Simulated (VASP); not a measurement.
A convergence study with VASP on MgO (rock salt): a few settings are varied, all else stays as given below, so the limit is that of these other settings. The cell's lengths are 1 % over those of the tabulated start and one atom is moved, so it is off equilibrium.

```xyz
2
Lattice="0.0000 2.1261 2.1261 2.1261 0.0000 2.1261 2.1261 2.1261 0.0000" Properties=species:S:1:pos:R:3 pbc="T T T"
Mg     0.0000     0.0000     0.0000
O      2.1867     2.1261     2.1261
```

Computed with PBEsol GGA, VASP's PBE PAW potentials (set 64) (plane waves; VASP). The last row used: 700 eV cut-off, 9×9×9 Γ-centred mesh, Gaussian smearing of 0.050 eV, potentials Mg O.

```
setting                      E (eV/atom)  pressure (GPa)  electronic steps
---------------------------  -----------  --------------  ----------------
ALGO = Normal, EDIFF = 1E-2      -6.2509           -4.31                 9
ALGO = Normal, EDIFF = 1E-3      -6.2509           -4.31                 9
ALGO = Normal, EDIFF = 1E-4      -6.2509           -4.37                10
ALGO = Normal, EDIFF = 1E-5      -6.2509           -4.44                11
ALGO = Normal, EDIFF = 1E-6      -6.2509           -4.44                11
ALGO = Normal, EDIFF = 1E-8      -6.2509           -4.45                14
ALGO = Normal, EDIFF = 1E-9      -6.2509           -4.45                15
ALGO = Fast, EDIFF = 1E-2        -6.2512            0.34                 9
ALGO = Fast, EDIFF = 1E-3        -6.2509           -3.72                10
ALGO = Fast, EDIFF = 1E-4        -6.2509           -5.23                11
ALGO = Fast, EDIFF = 1E-5        -6.2509           -4.47                13
ALGO = Fast, EDIFF = 1E-6        -6.2509           -4.45                14
ALGO = Fast, EDIFF = 1E-7        -6.2509           -4.47                15
ALGO = Fast, EDIFF = 1E-8        -6.2509           -4.45                16
ALGO = Fast, EDIFF = 1E-9        -6.2509           -4.45                18
ALGO = All, EDIFF = 1E-2         -6.2508           -4.39                10
ALGO = All, EDIFF = 1E-3         -6.2509           -4.47                11
ALGO = All, EDIFF = 1E-4         -6.2509           -4.47                11
ALGO = All, EDIFF = 1E-5         -6.2509           -4.44                12
ALGO = All, EDIFF = 1E-6         -6.2509           -4.46                13
ALGO = All, EDIFF = 1E-7         -6.2509           -4.45                14
ALGO = All, EDIFF = 1E-8         -6.2509           -4.45                16
ALGO = All, EDIFF = 1E-9         -6.2509           -4.45                17
```

Left out are rungs that failed or repeat a setting and relaxations that didn't move; long series are thinned to 24 rows.

The compound is MgO in the rock salt structure. The cell was not relaxed at this level, it is distorted from the ideal structure.
